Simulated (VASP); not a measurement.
Wanted: the native input for a VASP 6.6.1 run.

- Task: single point
- Functional: PBEsol
- Potentials or basis: VASP PAW PBE potentials, release 64 (Mo_sv, Sn_d, O)
- Cutoff: 450 eV
- k mesh: 3 × 3 × 2
- Occupations: gaussian, width 0.03 eV
- Spin: collinear spin, ferromagnetic start
- Starting moments: [2.0, 0.0, 0.0, 0.0, 0.0, 0.0, 0.0, 0.0, 0.0, 0.0, 0.0, 0.0, 0.0, 0.0, 0.0, 0.0, 0.0, 0.0, 0.0, 0.0, 0.0, 0.0, 0.0, 0.0] μB
- Hubbard terms: Mo d U = 2 eV
- Dq: 0
- Further INCAR settings: LREAL = Auto; ALGO = Normal; EDIFF = 1e-05; ISYM = 0

The structure of Sn7MoO16 (a cell with a defect) lies in POSCAR:

```
Sn7MoO16                                
1.0
    9.4747000000      0.0000000000      0.0000000000
    4.7373500000      4.7373500000      0.0000000000
    4.7373500000      0.0000000000      6.3728000000
  Mo              Sn              O             
     1     7    16
Direct
     0.9979259055023969    0.0016605093627264    0.0002051026352050
     0.2467399933660438    0.0024702825600186    0.5014623381863150
     0.4979458258825663    0.0019342832601621    0.0002129180446996
     0.7488850432538859    0.0013040638707161    0.4990639988381569
     0.8725296090967104    0.5018360282427389    0.2503132734401857
     0.1233205199057400    0.5015673485549892    0.7497895791105381
     0.3736922689508976    0.5017425350109803    0.2491674517522591
     0.6223269784201018    0.5024059017977858    0.7508523208883849
     0.9982729527306247    0.3005915387483593    0.0001019629236289
     0.2487791602784226    0.3069900738194369    0.4996870663190968
     0.4984414750385383    0.3065584079076564    0.9999288770172722
     0.7483115839181921    0.3069362216899487    0.5004147781013989
     0.5675908248995195    0.8064134103154921    0.2499522470330664
     0.8176776644656009    0.8056314632280017    0.7507156150501882
     0.0680975049070434    0.8085592469471379    0.2455769880016375
     0.3133729901584818    0.8085895675965631    0.7543010380974062
     0.9974808739897759    0.7027675675691680    0.0000958677008965
     0.2470733169128099    0.6971387349684024    0.4999543489729567
     0.4976775869657368    0.6971545962669818    0.0000948527066220
     0.7481147750914316    0.6959063753477847    0.5000451105408578
     0.1780801157276670    0.1976552755997837    0.2495030317732854
     0.4280289085335995    0.1964101613098626    0.7506293064150753
     0.6822981818983564    0.1946363059729080    0.2462602514461722
     0.9278189401058480    0.1953121000524026    0.7548106750046996
```

The input as run:

INCAR

```
PREC     = Accurate       # precision mode
ENCUT    = 450            # plane-wave cutoff, eV
EDIFF    = 1E-5           # SCF threshold, eV
ISMEAR   = 0              # smearing method
SIGMA    = 0.03           # smearing width, eV
LREAL    = Auto         
LASPH    = T              # aspherical terms in the spheres
NELM     = 120            # most SCF steps
ALGO     = Normal         # electronic algorithm
ISIF     = 2              # what is computed and relaxed
LWAVE    = F              # write WAVECAR
LCHARG   = F              # write CHGCAR
ISPIN    = 2              # spin polarisation
MAGMOM   = 2 0 0 0 0 0 0 0 0 0 0 0 0 0 0 0 0 0 0 0 0 0 0 0 # initial moments
LORBIT   = 11             # projections on sites
LMAXMIX  = 4              # l up to which the mixer works
LDAU     = T              # DFT+U
LDAUTYPE = 2            
LDAUL    = 2 -1 -1        # shell
LDAUU    = 2 0 0          # U, eV
LDAUJ    = 0 0 0        
LDAUPRINT= 1            
GGA      = PS             # functional
ISYM     = 0
```

KPOINTS

```
Automatic mesh
0
Gamma
  3 3 2
```

Potentials or basis: VASP PAW PBE potentials, release 64 (Mo_sv, Sn_d, O).

Launch:

```bash
$ cat potpaw_PBE.64/Mo_sv/POTCAR potpaw_PBE.64/Sn_d/POTCAR potpaw_PBE.64/O/POTCAR > POTCAR
$ mpirun -np 1 vasp_std > vasp.out
```

Results of the run:

```
Largest force                                         : 0.607 eV/Å
Band gap on the k mesh                                : none (metal or under the smearing width)
Net moment                                            : 0.11 μB per cell
Site moments                                          : Mo +0.10; Sn +0.00, -0.00; O -0.00, +0.00 μB
Valence electrons inside the program's atomic spheres : Mo 12.15; Sn 12.39, 12.41, 12.37; O 5.06, 5.07, 5.04, 5.05
```

Caveat: the k mesh is coarse (spacing up to 0.49 Å⁻¹), so the values aren't converged; the PAW data sets were made with another functional, which shifts forces and pressure a little.

It took 34 min on 1 thread of Intel(R) Xeon(R) Platinum 8488C (Sapphire Rapids), with other jobs on the host, peak memory 0.79 GiB.
